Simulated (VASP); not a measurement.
Energy against volume of InSb (zinc blende). Level of theory: PW91 GGA, VASP's PBE PAW potentials (set 64) (plane waves; VASP). Run with 520 eV cut-off, 10×10×10 Γ-centred mesh, first-order Methfessel-Paxton smearing of 0.10 eV, potentials In_d Sb.

```json
[
 {"V (Å³/atom)": "35.333", "E (eV/atom)": "-3.50250"},
 {"V (Å³/atom)": "36.426", "E (eV/atom)": "-3.50681"},
 {"V (Å³/atom)": "37.519", "E (eV/atom)": "-3.50343"},
 {"V (Å³/atom)": "38.612", "E (eV/atom)": "-3.49364"}
]
```

### Question
Fit these four points and predict the energy of the run at 34.241 Å³/atom.

### Answer
A cubic in V^(−2/3), the third-order Birch-Murnaghan form, passes through the four points with V0 = 36.46 Å³/atom and B0 = 37 GPa, and gives -3.4890 eV/atom there. The run gave -3.4890 eV/atom, -0.1 meV/atom from the fit; all five points give B0 = 37 GPa.

The compound is InSb in the zinc blende structure. It was relaxed first, which changed the volume by +7 %.
